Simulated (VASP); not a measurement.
Shape and ions are relaxed at each volume.

Energy against volume of SnO$_{2}$ (rutile). All values below come from TPSS meta-GGA, VASP's PBE PAW potentials (set 64) (plane waves; VASP 6.6.1).

```
V (Å³/atom)  E (eV/atom)
-----------  -----------
11.727         -10.44311
12.102         -10.46710
12.476         -10.47554
12.850         -10.47102
13.225         -10.45592
```

**Question.** Fit a third-order Birch-Murnaghan equation of state.

**Answer.** 
volume per atom: 12.52 Å^3/atom
bulk modulus: 180 GPa
pressure derivative of the bulk modulus: 5.41

The compound is SnO2 in the rutile structure. It was relaxed first.
